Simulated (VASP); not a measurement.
Method: PBEsol GGA, VASP's PBE PAW potentials (set 64) (plane waves; VASP).

VASP input:

File KPOINTS:
```
Automatic mesh
0
Gamma
7 7 7
0 0 0
```

INCAR:
```
# general
SYSTEM  = MoS2
PREC    = Accurate
ENCUT   = 400
LREAL   = .FALSE.
LASPH   = .TRUE.

# electronic loop
EDIFF   = 1E-6
NELM    = 100   # most electronic steps
ALGO    = Normal   # blocked Davidson
LMAXMIX = 4   # l cut-off of mixed one-centre charges

# smearing
ISMEAR  = 0   # Gaussian
SIGMA   = 0.05   # width (eV)

# functional
GGA     = PS

# ions
IBRION  = 2   # conjugate gradients
NSW     = 60   # most ionic steps
ISIF    = 3
EDIFFG  = -0.02   # ionic stop

# output
LWAVE   = .FALSE.
LCHARG  = .FALSE.
```

File POSCAR:
```
MoS2
1.0
  1.5708657828   0.9069395607   6.2393756720
 -1.5708657828   0.9069395607   6.2393756720
  0.0000000000  -1.8138791215   6.2393756720
Mo S
1 2
Cartesian
  0.0000000000  -0.0000000001  18.7139225278
  0.0000000000  -0.0000000000   7.7935477642
 -0.0000000000  -0.0000000000   4.6773036792
```

POTCAR, in this order: Mo_sv S (PBE.64 set). Program: vasp_std.

Without a dispersion term in the relaxation, distances and binding between the weakly bound layers, chains or molecules are unreliable, and so is what depends on them.

Task: Predict the energy per atom (σ→0).

Result: 
The energy per atom (σ→0) is -7.816 eV/atom.

OSZICAR:
```
...
DAV:   8    -0.234498034589E+02    0.11424E+00   -0.59132E-01  1633   0.530E+00    0.192E+00
DAV:   9    -0.234502075144E+02   -0.40406E-03   -0.28006E-02  1856   0.110E+00    0.632E-01
DAV:  10    -0.234487132049E+02    0.14943E-02   -0.12305E-02  1557   0.831E-01    0.168E-01
DAV:  11    -0.234487124594E+02    0.74548E-06   -0.43454E-04  1579   0.167E-01    0.651E-02
DAV:  12    -0.234486848952E+02    0.27564E-04   -0.16834E-04  1592   0.913E-02    0.470E-02
DAV:  13    -0.234486983787E+02   -0.13483E-04   -0.34870E-05  1544   0.379E-02    0.130E-02
DAV:  14    -0.234486983780E+02    0.70349E-09   -0.39628E-06  1561   0.131E-02
   1 F= -.23448698E+02 E0= -.23448698E+02  d E =-.234487E+02
```

The structure comes from a computed database's MoS2 entry (R3m); how it stands against other phases isn't given here. It was relaxed first, which changed the volume by -6 %. The start is the result of an earlier pass.
